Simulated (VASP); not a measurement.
A run of VASP 6.6.1 is set up as follows.

File INCAR:

```
SYSTEM = W
PREC = Accurate ; ENCUT = 520
EDIFF = 1E-8 ; ISMEAR = 0
SIGMA = 1.0 ; LREAL = .False.
LASPH = .True. ; NELM = 60
ALGO = Fast ; ISIF = 3
LWAVE = .False. ; LCHARG = .False.
GGA = PE ; NBANDS = 13
IBRION = 6 ; NFREE = 2
POTIM = 0.015 ; NSW = 1
```

File KPOINTS:

```
Automatic mesh
0
Gamma
  18 18 18
  0 0 0
```

The input POSCAR:

```
W                                       
1.0
   -1.5944692728      1.5944692728      1.5944692728
    1.5944692728     -1.5944692728      1.5944692728
    1.5944692728      1.5944692728     -1.5944692728
  W             
     1
Direct
     0.0000000000000000    0.0000000000000000    0.0000000000000000
```

Potentials or basis: VASP PAW PBE potentials, release 64 (W_sv).

The run is started by

```console
$ cat potpaw_PBE.64/W_sv/POTCAR > POTCAR
$ mpirun -np 1 vasp_std > vasp.out
```

(1) Predict the Voigt bulk modulus.

(2) Predict the elastic constants C11, C12, C44.

Results:

(1) 297 GPa.

(2) 475, 208, 136 GPa.

Caveat: elastic constants of metals need much finer meshes, so these are rough.
